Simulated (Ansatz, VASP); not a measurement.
# Cross-check of CaMgZnAs2 between VASP and Ansatz, part 2 of 2

Aim: how closely do two programs agree when they are given the same cell, functional and k mesh? The cell is generated by rule, not measured, and may not be a known phase. The cell is taken from a series of runs on this material, whose earlier steps may have relaxed, scaled, displaced or heated it; both programs get it as it stands.

VASP 6.6.1 and Ansatz 0.2.0.

So far: Starting point; Ansatz: relaxation of cell and atoms, PBE, pair 1; VASP: relaxation of cell and atoms, PBE, pair 1; Differences.

### 5. VASP: relaxation of cell and atoms, PBE, pair 2

Level of this step: PBE; plane waves and PAW (Ca_sv, Mg, Zn, As); invented cell (VASP).

The relaxed volume is the usual yardstick between codes: in a stiff, nearly cubic crystal its relative difference is about their pressure difference at one cell divided by the bulk modulus.

Contents of INCAR:

```
SYSTEM = CaMgZnAs2
PREC = Accurate
ENCUT = 600
EDIFF = 1E-07
NELM = 120
ISMEAR = 0
SIGMA = 0.02
LREAL = .FALSE.
ALGO = Normal
GGA = PE
NBANDS = 23
LORBIT = 11
LWAVE = .FALSE.
LCHARG = .FALSE.
ISIF = 3
IBRION = 2
NSW = 80
EDIFFG = -0.005
LASPH = .TRUE.
GGA_COMPAT = .FALSE.
NELMIN = 4
EFERMI = MIDGAP
KPAR = 2
```

Contents of POSCAR:

```
CaMgZnAs2
1.0
    4.2475460000     -0.0000030000      0.0000000000
   -2.1237710000      3.6784850000      0.0000000000
    0.0000000000      0.0000000000      7.1540900000
Ca Mg Zn As
1 1 1 2
Direct
    0.0000000000      0.0000000000      0.0000000000
    0.3333334450      0.6666665760      0.6303000102
    0.6666667905      0.3333334240      0.3696999898
    0.3333334450      0.6666665760      0.2582999375
    0.6666667905      0.3333334240      0.7417000625
```

Contents of KPOINTS:

```
Automatic mesh
0
Gamma
6 6 4
0 0 0
```

Potentials, in the order of the species: Ca_sv, Mg, Zn and As (PBE family, release 64).

On the command line:

```
mpirun -np 2 vasp_std
```

Numbers of over 12 decimals in the logs are rounded to 6 here.

Log:

```text
[... set-up lines as in an earlier step ...]
 entering main loop
       N       E                     dE             d eps       ncg     rms          rms(c)
DAV:   1     0.234306152054E+03    0.23431E+03   -0.16364E+04  1104   0.161E+03
DAV:   2    -0.156373120901E+01   -0.23587E+03   -0.22843E+03  1146   0.356E+02
DAV:   3    -0.180746088270E+02   -0.16511E+02   -0.16345E+02  1430   0.907E+01
DAV:   4    -0.188347505112E+02   -0.76014E+00   -0.75805E+00  1935   0.150E+01
[...]
DAV:  13    -0.178967596367E+02   -0.38236E-05   -0.93101E-06  1597   0.177E-02    0.248E-03
DAV:  14    -0.178967598064E+02   -0.16977E-06   -0.12336E-06  1370   0.894E-03    0.970E-04
DAV:  15    -0.178967598866E+02   -0.80172E-07   -0.23784E-07  1296   0.257E-03
   1 F= -.17896760E+02 E0= -.17896760E+02  d E =-.178968E+02
[... from here on, the cycles between the ionic steps are left out ...]
   2 F= -.17910089E+02 E0= -.17910089E+02  d E =-.133294E-01
   3 F= -.17910710E+02 E0= -.17910710E+02  d E =-.139501E-01
   4 F= -.17915708E+02 E0= -.17915708E+02  d E =-.499775E-02
   5 F= -.17917284E+02 E0= -.17917284E+02  d E =-.657395E-02
   6 F= -.17917613E+02 E0= -.17917613E+02  d E =-.329331E-03
   7 F= -.17917619E+02 E0= -.17917619E+02  d E =-.334996E-03
   8 F= -.17917619E+02 E0= -.17917619E+02  d E =-.335010E-03
   9 F= -.17917639E+02 E0= -.17917639E+02  d E =-.198441E-04
  10 F= -.17917656E+02 E0= -.17917656E+02  d E =-.366379E-04
[...]
reached required accuracy - stopping structural energy minimisation
```

From OUTCAR (step 5):

```text
  Total       -0.0082312     -0.0082312     -0.0062984      0.0000000     -0.0000000     -0.0000000
  in kB       -0.1171932     -0.1171932     -0.0896746      0.0000000     -0.0000000     -0.0000000
  external PRESSURE =      -0.1080203 kB  Pullay stress =       0.0000000 kB

 POSITION                                       TOTAL-FORCE (eV/Angst)
 -----------------------------------------------------------------------------------
      0.00000      0.00000      0.00757        -0.000000     -0.000000      0.002493
      0.00000      2.47085      4.45205        -0.000000     -0.000000     -0.004217
      2.13982      1.23543      2.62786        -0.000000      0.000000      0.000139
      0.00000      2.47085      1.79141         0.000000     -0.000000      0.000857
      2.13982      1.23543      5.31028         0.000000      0.000000      0.000727
 -----------------------------------------------------------------------------------
    total drift:                               -0.000222     -0.000136      0.001378

  FREE ENERGIE OF THE ION-ELECTRON SYSTEM (eV)
  ---------------------------------------------------
  free  energy   TOTEN  =       -17.9176556198 eV

  energy  without entropy=      -17.9176556198  energy(sigma->0) =      -17.91765562

[... 2 parts as in an earlier step ...]

[... 2 further parts left out ...]
[key lines of the parts left out:]
E-fermi :   3.4899
```

### 6. Ansatz: relaxation of cell and atoms, PBE, pair 2

The same cell, functional, mesh and smearing now go to Ansatz, which takes its cutoff from its data sets.

The cell is taken from a series of runs on this material, whose earlier steps may have relaxed, scaled, displaced or heated it; both programs get it as it stands.

Contents of input.yaml:

```yaml
crystal:
  lattice:
    - [4.24755, 0.0, 0.0]
    - [-2.12377, 3.67848, 0.0]
    - [0.0, 0.0, 7.15409]
  atoms:
    - { symbol: Ca, position: [0.0, 0.0, 0.0] }
    - { symbol: Mg, position: [0.3333333333, 0.6666666667, 0.6303] }
    - { symbol: Zn, position: [0.6666666667, 0.3333333333, 0.3697] }
    - { symbol: As, position: [0.3333333333, 0.6666666667, 0.2583] }
    - { symbol: As, position: [0.6666666667, 0.3333333333, 0.7417] }
kpoints:
  mp_grid: { grid: [6, 6, 4] }
hamiltonian:
  xc: pbe
  pseudopotentials: { kind: nc }
scf:
  occupations: { method: gaussian, width: 0.02 }
output:
  forces: true
  stress: true
  eigenvalues: true
  write_density: true
  write_potential: true
  elf: true
  volumetric_format: npy
relax:
  adjacent_minimum: "off"
  f_tol: 0.005
  max_steps: 80
  cell: { stress_tol: 0.05 }
```

On the command line:

```
ansatz run input.yaml --threads 8 --pin off --max-ram 14336MiB --backend cpu --events-out ev --progress --plain --runs-dir out
```

Log:

```text
[...]
Crystal: 5 atoms, lattice volume = 111.779 Å³
Basis set: ecut = 1142.878222 eV, 9825 PW (Γ), exchange–correlation on 96×96×160 points (8 copies of the dense FFT grid, shifted against one another)
Bands: 42, of which v1, the nominal top of the filled ones, is band 35 counted from 1 (34 counted from 0)
Symmetry: 6 space group operations
[...]
cell:  # Å, volume = 112.2181 Å³
    - [4.275339, -2.9056401625916266e-6, 0]
    - [-2.137667, 3.702554, 5.991151648009899e-19]
    - [0, 1.1651883051768453e-18, 7.089101]
  atoms:
    - { symbol: Ca, position: [0, -1.2787749176640573e-19, 0.00102579] }
    - { symbol: Mg, position: [0.333333, 0.666667, 0.627553] }
    - { symbol: Zn, position: [0.666667, 0.333333, 0.370122] }
    - { symbol: As, position: [0.333333, 0.666667, 0.252474] }
    - { symbol: As, position: [0.666667, 0.333333, 0.748826] }
[key lines of the parts left out:]
SCF converged after 5 iterations
Free energy (F): -14133.696500 eV
Fermi energy:    8.996561 eV
P = ⅓ Tr σ = 0.0021 GPa (0.021 kbar)
```

### 7. Side by side

What differs besides the data sets and the points named for the pairs above, as far as they apply: the data sets hold 70 valence electrons in Ansatz (on norm-conserving files, of PseudoDojo where its log says so) and 34 in VASP. Total energies have different zeros and are not compared.

Compared:

| quantity | Ansatz | VASP | difference |
| --- | --- | --- | --- |
| volume (Å³) | 112.22 | 112.53 | -0.28 % |
| edge a after relaxation, in the typed setting (Å) | 4.275 | 4.280 | -0.10 % |
| edge c after relaxation, in the typed setting (Å) | 7.089 | 7.095 | -0.08 % |

### 8. Summary of results

```json
{
  "difference in volume (relaxation of cell and atoms, PBE, pair 1)": "-0.26 %",
  "difference in volume (relaxation of cell and atoms, PBE, pair 2)": "-0.28 %"
}
```

In words: The difference in volume is -0.28 % (relaxation of cell and atoms, PBE, pair 2), within the 1.2 % picked in this series as the mark of a large difference, as far as the stopping tolerances let one tell. The data sets hold unlike numbers of valence electrons (70 in Ansatz and 34 in VASP), so part of the differences comes from the potentials. How closely two codes agree says nothing of how well the functional describes the real material.

[Lines on the potential files, build, host, timing and source positions are cut from VASP's logs without a mark.]

[Logs are printed without paths, hosts, clocks, repeated set-up lines and the standing remarks that a program may print on its own settings, such as how far it seeks lower states.]

[Hosts, paths, dates, database ids (printed as entryN), source tags and the programs' standing remarks are cut or masked in the printed files.]
